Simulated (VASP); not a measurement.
The input files of a VASP run:

**INCAR**
```
! general
SYSTEM  = VBiO4
PREC    = Accurate
ENCUT   = 280
LREAL   = .FALSE.
LASPH   = .TRUE.

! electronic loop
EDIFF   = 1E-03
NELM    = 100
ALGO    = Normal
LMAXMIX = 4

! smearing
ISMEAR  = 1
SIGMA   = 0.272

! ions
ISIF    = 2

! output
LWAVE   = .FALSE.
LCHARG  = .FALSE.
```

**KPOINTS**
```
Regular mesh
0
gamma
  4 4 4
0.5 0.5 0.5
```

**POSCAR**
```
VBiO4
1
   -2.5610550000     2.5610550000     5.7960650000
    2.5610550000    -2.5610550000     5.7960650000
    2.5610550000     2.5610550000    -5.7960650000
V Bi O
2 2 8
Direct
  0.4997990000   0.5004660000   0.0036940000
  0.2520100000   0.7552910000   0.5065770000
  0.0021860000   0.0021040000   0.0021030000
  0.7449160000   0.2488760000   0.4976830000
  0.1715530000   0.5569640000   0.8897870000
  0.3136170000   0.9171000000   0.8909690000
  0.6772290000   0.2796570000   0.1131820000
  0.0335940000   0.4244050000   0.1140390000
  0.5721080000   0.6881690000   0.6016340000
  0.4375850000   0.3280310000   0.6020230000
  0.0775910000   0.9685900000   0.3879290000
  0.7178130000   0.8303470000   0.3903790000
```

POTCAR, in this order: V_sv Bi_d O (LDA.64 set). Program: vasp_std.

**Question.** Write an equivalent input for Ansatz.

**Answer.** One equivalent input (not run):
Ansatz 0.2 input:
```yaml
crystal:
  lattice:
    - [-2.5610550, 2.5610550, 5.7960650]
    - [2.5610550, -2.5610550, 5.7960650]
    - [2.5610550, 2.5610550, -5.7960650]
  atoms:
    - { symbol: V, position: [0.4997990, 0.5004660, 0.0036940] }
    - { symbol: V, position: [0.2520100, 0.7552910, 0.5065770] }
    - { symbol: Bi, position: [0.0021860, 0.0021040, 0.0021030] }
    - { symbol: Bi, position: [0.7449160, 0.2488760, 0.4976830] }
    - { symbol: O, position: [0.1715530, 0.5569640, 0.8897870] }
    - { symbol: O, position: [0.3136170, 0.9171000, 0.8909690] }
    - { symbol: O, position: [0.6772290, 0.2796570, 0.1131820] }
    - { symbol: O, position: [0.0335940, 0.4244050, 0.1140390] }
    - { symbol: O, position: [0.5721080, 0.6881690, 0.6016340] }
    - { symbol: O, position: [0.4375850, 0.3280310, 0.6020230] }
    - { symbol: O, position: [0.0775910, 0.9685900, 0.3879290] }
    - { symbol: O, position: [0.7178130, 0.8303470, 0.3903790] }
kpoints:
  mp_grid: { grid: [4, 4, 4], shift: [0.5, 0.5, 0.5] }
hamiltonian:
  xc: lda
  pseudopotentials: { kind: paw }
scf:
  occupations: { method: methfessel_paxton, width: 0.272 }
  max_iter: 100
output: { forces: true, stress: true, eigenvalues: true }
```
What does not carry over: each code has its own PAW files, so the cut-off isn't converted (ENCUT is set for VASP's; basis.ecutwfc is left out, and Ansatz then takes the one that its files recommend); Ansatz stops its SCF on the density residual and VASP on the energy change (EDIFF); Ansatz's lda is the Perdew-Wang form, while the LDA potentials of VASP carry Perdew-Zunger's.

The structure comes from a computed database's VBiO4 entry; how it stands against other phases isn't given here. The cell was not relaxed at this level, atoms are displaced from their ideal sites. The k-mesh is coarse (spacing up to 0.43 per Å, 2π included), so the numbers may not be converged in it. The run is one of a series of settings (EDIFF = 1E-03, ENCUT = 280, GGA removed, ISMEAR = 1, SIGMA = 0.272, KPOINTS 4×4×4 Γ-centred mesh shifted by (0.5, 0.5, 0.5), POTCAR V_sv Bi_d O (LDA.64 set) against the base run), some of them coarse on purpose.
